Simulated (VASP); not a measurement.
Consider the following.

```xyz
4
Lattice="-1.6135 5.2313 2.6902 1.6135 -5.2313 2.6902 1.6135 5.2313 -2.6902" Properties=species:S:1:pos:R:3 pbc="T T T"
Mg     1.6135     0.0000     0.8746
Mg     0.0000     7.8361     0.0106
Mg     0.0000     2.6264     0.0106
Sn     1.6135     5.2313     0.8976
```

Computed with PBEsol GGA with spin-orbit coupling, VASP's PBE PAW potentials (set 64) (plane waves; VASP). Numerical set-up: 400 eV cut-off, 10×10×10 Γ-centred mesh, Gaussian smearing of 0.050 eV, potentials Mg Sn_d.

**Question.** Give the energies of bands 14 to 27 at the high-symmetry points, in eV from the Fermi level.

**Answer.** 
```
band      Γ      X     F0     Λ0      R      W      S      T
----  -----  -----  -----  -----  -----  -----  -----  -----
14    -3.70  -6.21  -4.22  -5.64  -4.01  -3.99  -6.04  -4.55
15    -3.30  -3.38  -3.42  -5.53  -2.64  -2.78  -3.96  -2.11
16    -3.30  -3.38  -3.42  -5.53  -2.64  -2.78  -3.96  -2.11
17    -2.80  -2.88  -0.79  -0.94  -1.98  -2.34  -3.57  -1.43
18    -2.80  -2.88  -0.77  -0.94  -1.98  -2.34  -3.57  -1.43
19    -1.27   1.16  -0.21  -0.69  -1.67  -0.44   0.92  -0.34
20    -1.27   1.16  -0.20  -0.69  -1.67  -0.44   0.92  -0.34
21    -1.02   2.03   0.70   1.31  -0.72  -0.40   1.80   0.60
22    -1.02   2.03   0.76   1.31  -0.72  -0.39   1.80   0.60
23    -0.39   2.83   1.14   4.20   1.28   0.19   3.38   1.13
24    -0.39   2.83   1.15   4.20   1.28   0.20   3.38   1.13
25     4.91   2.93   2.24   4.71   1.98   0.37   3.92   1.49
26     4.91   2.93   2.26   4.71   1.98   0.38   3.92   1.49
27     7.52   3.96   2.87   4.91   2.68   4.57   5.05   2.47
```

It has no gap at this level: it comes out as a metal or semimetal.

The structure comes from a computed database's Mg3Sn entry (Imm2); how it stands against other phases isn't given here. It was relaxed first.
